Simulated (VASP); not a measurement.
# HfTi2S5 (P4/mmm) in VASP: relaxation of cell and atoms with PBE

Aim: the relaxation of cell and atoms of HfTi2S5 with PBE.

Program: VASP 6.6.1. These are calculated values, not measurements. Logs are shortened: lines on timing, memory, paths and dates and some standing lists are left out, and cuts for length are marked.

## (1) The crystal as given

Symmetry: P4/mmm, No. 123, tetragonal system. Conventional cell: a = 4.153 Å, b = 4.153 Å, c = 9.068 Å, α = 90.00°, β = 90.00°, γ = 90.00°. Around Hf (site symmetry 4/mmm) lie 4 Ti at 2.94 Å and 8 S at 3.00 Å. Around Ti (site symmetry 4/mmm) lie 12 S at 2.94 to 3.15 Å. Ti (site symmetry 4/mmm) has 4 Hf at 2.94 Å and 8 S at 3.00 Å as nearest neighbours. Around S (site symmetry 2mm) lie 6 S at 2.94 to 3.15 Å and 2 Hf at 3.00 Å and 4 Ti at 3.00 to 3.15 Å. S (site symmetry 4/mmm) has 4 Ti at 2.94 Å and 8 S at 3.15 Å as nearest neighbours.

The cell was built by a generator and needn't be a form met in nature.

## (2) Relaxation of cell and atoms, PBE

The input, INCAR:

```
PREC = Normal
ENCUT = 520
EDIFF = 1E-4
ISMEAR = 0
SIGMA = 0.15
LREAL = False
LASPH = True
NELM = 60
ALGO = Fast
ISIF = 3
LWAVE = False
LCHARG = False
GGA = PE
IBRION = 2
NSW = 24
EDIFFG = -0.08
KPAR = 2
```

The input, KPOINTS:

```
Automatic mesh
0
Gamma
  4 4 2
```

The input, POSCAR:

```
HfTi2S5
1.0
    4.1528629500      0.0000000000      0.0000000000
    0.0000000000      4.1528629500      0.0000000000
    0.0000000000      0.0000000000      9.0675688500
Hf Ti S
1 2 5
Direct
    0.0000000000      0.0000000000      0.5000000000
    0.0000000000      0.0000000000      0.0000000000
    0.5000000000      0.5000000000      0.5000000000
    0.0000000000      0.5000000000      0.2611329900
    0.5000000000      0.0000000000      0.7388670100
    0.5000000000      0.0000000000      0.2611329900
    0.0000000000      0.5000000000      0.7388670100
    0.5000000000      0.5000000000      0.0000000000
```

Potentials or basis: VASP PAW PBE potentials, release 64 (Hf_pv, Ti_sv, S).

The run is started by

```bash
cat potpaw_PBE.64/Hf_pv/POTCAR potpaw_PBE.64/Ti_sv/POTCAR potpaw_PBE.64/S/POTCAR > POTCAR
mpirun -np 2 vasp_std > vasp.out
```

OUTCAR:

```text
PREC = Normal
   ENCUT = 520
   EDIFF = 1E-4
   ISMEAR = 0
   LREAL = False
   LASPH = True
   NELM = 60
   ISIF = 3
   GGA = PE
   IBRION = 2
   NSW = 24
   EDIFFG = -0.08

 ion  position               nearest neighbor table
   1  0.000  0.000  0.500-   3 2.94   3 2.94   3 2.94   3 2.94   7 3.00   4 3.00   4 3.00   7 3.00
                             5 3.00   5 3.00   6 3.00   6 3.00
   2  0.000  0.000  0.000-
   3  0.500  0.500  0.500-   1 2.94   1 2.94   1 2.94   1 2.94
   4  0.000  0.500  0.261-   1 3.00   1 3.00
   5  0.500  0.000  0.739-   1 3.00   1 3.00
   6  0.500  0.000  0.261-   1 3.00   1 3.00
   7  0.000  0.500  0.739-   1 3.00   1 3.00
   8  0.500  0.500  0.000-

  LATTYP: Found a simple tetragonal cell.
 ALAT       =     4.1528629500
 C/A-ratio  =     2.1834500582

  Lattice vectors:

 A1 = (   4.1528629500,   0.0000000000,   0.0000000000)
 A2 = (   0.0000000000,   4.1528629500,   0.0000000000)
 A3 = (   0.0000000000,   0.0000000000,   9.0675688500)

Analysis of symmetry for initial positions (statically):
=====================================================================
 Subroutine PRICEL returns:
 Original cell was already a primitive cell.

 Routine SETGRP: Setting up the symmetry group for a
 simple tetragonal supercell.

 Subroutine GETGRP returns: Found 16 space group operations
 (whereof 16 operations were pure point group operations)
 out of a pool of 16 trial point group operations.

The static configuration has the point symmetry D_4h.

Analysis of symmetry for dynamics (positions and initial velocities):
=====================================================================
 Subroutine PRICEL returns:
 Original cell was already a primitive cell.

 Routine SETGRP: Setting up the symmetry group for a
 simple tetragonal supercell.

 Subroutine GETGRP returns: Found 16 space group operations
 (whereof 16 operations were pure point group operations)
 out of a pool of 16 trial point group operations.

The dynamic configuration has the point symmetry D_4h.

 Subroutine INISYM returns: Found 16 space group operations
 (whereof 16 operations are pure point group operations),
 and found     1 'primitive' translations

----------------------------------------------------------------------------------------

                                     Primitive cell

  volume of cell :     156.3817

  direct lattice vectors                    reciprocal lattice vectors
     4.152862950  0.000000000  0.000000000     0.240797737  0.000000000  0.000000000
     0.000000000  4.152862950  0.000000000     0.000000000  0.240797737  0.000000000
     0.000000000  0.000000000  9.067568850     0.000000000  0.000000000  0.110283144

  length of vectors
     4.152862950  4.152862950  9.067568850     0.240797737  0.240797737  0.110283144

  position of ions in fractional coordinates (direct lattice)
     0.000000000  0.000000000  0.500000000
     0.000000000  0.000000000  0.000000000
     0.500000000  0.500000000  0.500000000
     0.000000000  0.500000000  0.261132990
     0.500000000  0.000000000  0.738867010
     0.500000000  0.000000000  0.261132990
     0.000000000  0.500000000  0.738867010
     0.500000000  0.500000000  0.000000000

  ion indices of the primitive-cell ions
   primitive index   ion index
                 1           1
                 2           2
                 3           3
                 4           4
                 5           5
                 6           6
                 7           7
                 8           8

----------------------------------------------------------------------------------------

 KPOINTS: Automatic mesh

Automatic generation of k-mesh.
 Grid dimensions read from file:
 generate k-points for:    4    4    2

 Generating k-lattice:

  Cartesian coordinates                     Fractional coordinates (reciprocal lattice)
     0.060199434  0.000000000  0.000000000     0.250000000  0.000000000  0.000000000
     0.000000000  0.060199434  0.000000000     0.000000000  0.250000000  0.000000000
     0.000000000  0.000000000  0.055141572     0.000000000  0.000000000  0.500000000

  Length of vectors
     0.060199434  0.060199434  0.055141572

  Shift w.r.t. Gamma in fractional coordinates (k-lattice)
     0.000000000  0.000000000  0.000000000

 Subroutine IBZKPT returns following result:
 ===========================================

 Found     12 irreducible k-points:

 Following reciprocal coordinates:
            Coordinates               Weight
  0.000000  0.000000  0.000000      1.000000
  0.250000  0.000000  0.000000      4.000000
  0.500000  0.000000  0.000000      2.000000
  0.250000  0.250000  0.000000      4.000000
  0.500000  0.250000  0.000000      4.000000
  0.500000  0.500000  0.000000      1.000000
  0.000000  0.000000  0.500000      1.000000
  0.250000  0.000000  0.500000      4.000000
  0.500000  0.000000  0.500000      2.000000
  0.250000  0.250000  0.500000      4.000000
  0.500000  0.250000  0.500000      4.000000
  0.500000  0.500000  0.500000      1.000000
   k-points           NKPTS =     12   k-points in BZ     NKDIM =     12   number of bands    NBANDS=     38
   number of dos      NEDOS =    301   number of ions     NIONS =      8
   total plane-waves  NPLWV =  31104
   dimension x,y,z NGX =    24 NGY =   24 NGZ =   54
   dimension x,y,z NGXF=    48 NGYF=   48 NGZF=  108
   ions per type =               1   2   5
   NGX,Y,Z   is equivalent  to a cutoff of   9.61,  9.61,  9.90 a.u.
   NGXF,Y,Z  is equivalent  to a cutoff of  19.22, 19.22, 19.80 a.u.
 SYSTEM =  unknown system
   PREC   = normal    normal or accurate (medium, high low for compatibility)
   ISTART =      0    job   : 0-new  1-cont  2-samecut
   ICHARG =      2    charge: 1-file 2-atom 10-const
   ISPIN  =      1    spin polarized calculation?
   LNONCOLLINEAR =      F non collinear calculations
   LSORBIT =      F    spin-orbit coupling
   LASPH  =      T    aspherical Exc in radial PAW
   ENCUT  =  520.0 eV  38.22 Ry    6.18 a.u.   7.72  7.72 16.86*2*pi/ulx,y,z
   NELM   =     60;   NELMIN=  2; NELMDL= -5     # of ELM steps
   EDIFF  = 0.1E-03   stopping-criterion for ELM
   LREAL  =      F    real-space projection
   EDIFFG = -.8E-01   stopping-criterion for IOM
   NSW    =     24    number of steps for IOM
   IBRION =      2    ionic relax: 0-MD 1-quasi-New 2-CG
   NFREE  =      1    steps in history (QN), initial steepest desc. (CG)
   ISIF   =      3    stress and relaxation
   ISYM   =      2    0-nonsym 1-usesym 2-fastsym
   POTIM  = 0.5000    time-step for ionic-motion
   TEBEG  =    0.0;   TEEND  =   0.0 temperature during run
   PSTRESS=    0.0 pullay stress
   NELECT =      64.0000    total number of electrons
   NUPDOWN=      -1.0000    fix difference up-down
   EMIN   =  10.00;   EMAX   =-10.00  energy-range for DOS
   EFERMI =   0.00;   METHOD = LEGACY
   ISMEAR =     0;   SIGMA  =   0.15  broadening in eV -4-tet -1-fermi 0-gaus
   EFERMI_NEDOS =   21; number of points for ismear=-14 and -15
   IALGO  =     68    algorithm
   IMIX   =      4    mixing-type and parameters
     AMIX     =   0.40;   BMIX     =  1.00
     AMIX_MAG =   1.60;   BMIX_MAG =  1.00
  volume/ion in A,a.u.               =      19.55       131.91
  Fermi-wavevector in a.u.,A,eV,Ry     =   1.215457  2.296880 20.100361  1.477335
  Thomas-Fermi vector in A             =   2.350843
   LORBIT       =      0    0 simple, 1 ext, 2 COOP (PROOUT), +10 PAW based schemes
   GGA     = PE    functional components
   LHFCALC =     F    Hartree Fock is set to
   AEXX    =    0.0000 exact exchange contribution
   IVDW    =     0    specifies the selected vdW correction
   LEPSILON=     F    determine dielectric tensor
   LRPA    =     F    only Hartree local field effects (RPA)
 conjugate gradient relaxation of ions
 non-spin polarized calculation
 RMM-DIIS sequential band-by-band and
 Gauss-broadening in eV      SIGMA  =   0.15
  energy-cutoff  :      520.00
  volume of cell :      156.38
 maximum number of plane-waves:      4224
   NGX = 15   NGY = 15   NGZ = 33

--------------------------------------- Ionic step        1  -------------------------------------------

 number of electron      64.0000000 magnetization

 Free energy of the ion-electron system (eV)
  ---------------------------------------------------
  ext. energy  EPLUGINS =         0.00000000
  ---------------------------------------------------
  free energy    TOTEN  =       -46.18697472 eV

  energy without entropy =      -46.08328620  energy(sigma->0) =      -46.13513046

------------------------ aborting loop because EDIFF is reached ----------------------------------------

  FORCE on cell =-STRESS in cart. coord.  units (eV):
  Direction    XX          YY          ZZ          XY          YZ          ZX
  --------------------------------------------------------------------------------------
  -------------------------------------------------------------------------------------
  Total       -6.9183049     -6.9183049    -21.0605887      0.0000000      0.0000000      0.0000000
  in kB      -70.8800838    -70.8800838   -215.7719708      0.0000000      0.0000000      0.0000000
  external PRESSURE =    -119.1773795 kB  Pullay stress =       0.0000000 kB
[... 107 lines left out ...]
  FREE ENERGIE OF THE ION-ELECTRON SYSTEM (eV)
  ---------------------------------------------------
  free  energy   TOTEN  =       -49.0659936945 eV

  energy  without entropy=      -48.9785379463  energy(sigma->0) =      -49.02226582

[... ionic steps 4 to 11 ...]

--------------------------------------- Ionic step       12  -------------------------------------------

 number of electron      64.0000074 magnetization

------------------------ aborting loop because EDIFF is reached ----------------------------------------

  FORCE on cell =-STRESS in cart. coord.  units (eV):
  Direction    XX          YY          ZZ          XY          YZ          ZX
  --------------------------------------------------------------------------------------
  -------------------------------------------------------------------------------------
  Total        1.0001787      1.0001787      0.4387575      0.0000000      0.0000000     -0.0000000
  in kB       12.6479636     12.6479636      5.5483968      0.0000000      0.0000000     -0.0000000
  external PRESSURE =      10.2814414 kB  Pullay stress =       0.0000000 kB
[... 69 lines left out ...]
  energy  without entropy=      -51.8805542039  energy(sigma->0) =      -51.92077937

--------------------------------------- Ionic step       14  -------------------------------------------

 number of electron      64.0000067 magnetization

 Free energy of the ion-electron system (eV)
  ---------------------------------------------------
  ext. energy  EPLUGINS =         0.00000000
  ---------------------------------------------------
  free energy    TOTEN  =       -51.96357228 eV

  energy without entropy =      -51.88275417  energy(sigma->0) =      -51.92316323

 E-fermi :   8.4313     XC(G=0): -11.4731

 val. band max:        8.4167602258   @ k =   0.5000   0.2500   0.0000
 cond. band min:       8.4470233542   @ k =   0.2500   0.2500   0.5000
 fundamental gap:      0.0302631284
 Fermi energy:         8.4312891756

 k-point     1 :       0.0000    0.0000    0.0000
  band No.  band energies     occupation
      1     -49.6777      2.00000
      2     -48.8127      2.00000
      3     -25.9441      2.00000
      4     -25.9441      2.00000
      5     -25.8373      2.00000
      6     -25.2425      2.00000
[... 516 lines left out ...]
  FREE ENERGIE OF THE ION-ELECTRON SYSTEM (eV)
  ---------------------------------------------------
  free  energy   TOTEN  =       -51.9635722803 eV

  energy  without entropy=      -51.8827541727  energy(sigma->0) =      -51.92316323

 reached required accuracy - stopping structural energy minimisation
```

Wall time 4 min (2 MPI ranks of AMD EPYC 9R45 (Zen 5), shared host); peak memory 0.19 GiB.

What came out:

| Quantity | Value |
| --- | --- |
| Free energy | -51.9636 eV |
| Relaxed volume | 15.93 Å³/atom |
| Relaxed cell | a = 4.419 Å, b = 4.419 Å, c = 6.525 Å, α = 90.00°, β = 90.00°, γ = 90.00° |
| Space group after relaxing (to 0.05 Å) | P4/mmm (No. 123) |
| Energy gained by relaxing | 722.1 meV/atom |
| Ionic steps | 14 |
| Pressure after relaxing | 0.0 GPa |
| Largest force after relaxing | 0.011 eV/Å |
| Band gap on the k mesh | none (metal or under the smearing width) |

Forces on the atoms (eV/Å):
```
Hf   0.000  0.000  0.000
Ti   0.000  0.000  0.000
Ti   0.000  0.000  0.000
S    0.000  0.000 -0.011
S    0.000  0.000  0.011
S    0.000  0.000 -0.011
S    0.000  0.000  0.011
S    0.000  0.000  0.000
```

The path:
| step | energy change (eV) | largest force (eV/Å) | pressure (GPa) | volume (Å³) |
| --- | --- | --- | --- | --- |
| 1 | 0.0000 | 2.1222 | -11.92 | 156.38 |
| 2 | -2.7841 | 1.6815 | 5.10 | 125.37 |
| 3 | -2.8790 | 1.3548 | 12.38 | 119.82 |
| 4 | -4.4935 | 0.3710 | 17.89 | 116.95 |
| 5 | -4.6030 | 1.1117 | 19.97 | 115.84 |
| 6 | -5.5854 | 0.5546 | -3.01 | 135.59 |
| 7 | -5.6593 | 0.6290 | 0.19 | 130.98 |
| 8 | -5.6980 | 0.4001 | -0.19 | 130.74 |
| 9 | -5.7224 | 0.0391 | -0.79 | 130.36 |
| 10 | -5.7514 | 0.0565 | -0.26 | 128.95 |
| 11 | -5.7636 | 0.0820 | 1.86 | 125.20 |
| 12 | -5.7720 | 0.0777 | 1.03 | 126.70 |
| 13 | -5.7740 | 0.0364 | -0.60 | 127.99 |
| 14 | -5.7766 | 0.0108 | -0.02 | 127.43 |

Final structure:
```xyz
8
Lattice="4.4190 0.0000 0.0000 0.0000 4.4190 0.0000 0.0000 0.0000 6.5253" Properties=species:S:1:pos:R:3 pbc="T T T"
Hf    0.0000    0.0000    3.2626
Ti    0.0000    0.0000    0.0000
Ti    2.2095    2.2095    3.2626
S     0.0000    2.2095    1.8222
S     2.2095    0.0000    4.7031
S     2.2095    0.0000    1.8222
S     0.0000    2.2095    4.7031
S     2.2095    2.2095    0.0000
```

Caveat: the k mesh is coarse (spacing up to 0.38 Å⁻¹), so the values aren't converged; the volume moved by over 15 % at a fixed basis, so the end points are rough; the relaxation stopped at a loose force limit of 0.08 eV/Å, so its end isn't a converged minimum. The run has no spin-orbit coupling, so splittings on Hf are missing.
